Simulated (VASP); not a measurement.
Energy against volume of Gd (hcp). Computed with r2SCAN+rVV10, VASP's PBE PAW potentials (set 64) (plane waves; VASP 6.6.1). Numerical set-up: 520 eV cut-off, 11×11×7 Γ-centred mesh, first-order Methfessel-Paxton smearing of 0.10 eV, potentials Gd_3.

The 4f electrons are frozen in the core of the lanthanide potential, so 4f levels, which can set the real gap, and their magnetism are missing.

Shape and ions are relaxed at each volume.

```tsv
V (Å³/atom)	E (eV/atom)
30.914	-30.34160
31.901	-30.35127
32.887	-30.35317
33.874	-30.34850
```

Fit these four points and predict the energy of the run at 34.860 Å³/atom.

A cubic in V^(−2/3), the third-order Birch-Murnaghan form, passes through the four points with V0 = 32.66 Å³/atom and B0 = 37 GPa, and gives -30.3383 eV/atom there. The run gave -30.3383 eV/atom, -0.0 meV/atom from the fit; all five points give B0 = 37 GPa.

The compound is Gd in the hcp structure. It was relaxed first.
